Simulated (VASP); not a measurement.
Data:

```
Co
1.0
    1.28010    -2.21720     0.00000
    1.28010     2.21720     0.00000
    0.00000     0.00000     4.15140
Co
2
Cartesian
  1.28010   0.73907   1.03785
  1.28010  -0.73907   3.11355
```
Starting moments (μB, in the order of the record's atoms Co Co): 1.8 1.8.

Method: PBE GGA, VASP's PBE PAW potentials (set 64) (plane waves; VASP). Settings: 400 eV cut-off, 11×11×6 Γ-centred mesh, first-order Methfessel-Paxton smearing of 0.10 eV, potentials Co.

Gaps are read on the run's mesh, which can miss a band edge.

Task: Predict the cell moment, energy per atom (σ→0), pressure, band gap (on the k-mesh) with the smallest direct gap where there is one.

Result: 
The band gap (on the k-mesh) is none (metal, semimetal or under 0.01 eV) and the cell moment is 3.19 μB. The energy per atom (σ→0) is -6.985 eV/atom and the pressure is -16.15 GPa.

Task: Give the moment on each site (PAW-sphere projection).

Result: 
```
site  moment (μB)
----  -----------
Co1          1.64
Co2          1.64
```

The absolute energy has meaning only against runs of the same code, potentials and settings.

The compound is Co in the hcp structure. The cell was not relaxed at this level. The run is one of a series of settings (KPOINTS 11×11×6 Γ-centred mesh against the base run), some of them coarse on purpose.
